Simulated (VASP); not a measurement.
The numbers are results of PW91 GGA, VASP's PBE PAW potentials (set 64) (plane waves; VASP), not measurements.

VASP ran on this input.

POSCAR:
```
WSi2
1
   -1.6024627891     1.6024627891     3.9008412493
    1.6024627891    -1.6024627891     3.9008412493
    1.6024627891     1.6024627891    -3.9008412493
Si W
2 1
Direct
  0.6653080736   0.6653080736   0.0000000000
  0.3346919264   0.3346919264   0.0000000000
  0.0000000000   0.0000000000   0.0000000000
```

**KPOINTS**
```
kpoints
0
gamma
13 13 13
0 0 0
```

### INCAR
```
SYSTEM=WSi2
PREC=Accurate; ENCUT=520; LREAL=.False.
LASPH=.True.
EDIFF=1E-7; NELM=100; ALGO=Normal
LMAXMIX=6
ISMEAR=1; SIGMA=0.1
GGA=91
IBRION=2; NSW=30; ISIF=4
EDIFFG=-0.01
LWAVE=.False.; LCHARG=.False.
```

POTCAR, in this order: Si W_sv (PBE.64 set). Program: vasp_std.

Q: What will the output report for the number of irreducible k-points (NKPTS), largest plane-wave count, number of space-group operations, FFT grid (NGX, NGY, NGZ)?

A: 
```json
{
  "number of irreducible k-points (NKPTS)": "196",
  "largest_plane_wave_count": "1098",
  "number_of_space_group_operations": "16",
  "FFT grid (NGX, NGY, NGZ)": "36 × 36 × 36"
}
```

The compound is WSi2 in the MoSi2 type structure. This cell is one point of a volume scan, at 0.97 of the reference volume. Symmetry was kept, so distortions that lower it aren't found.
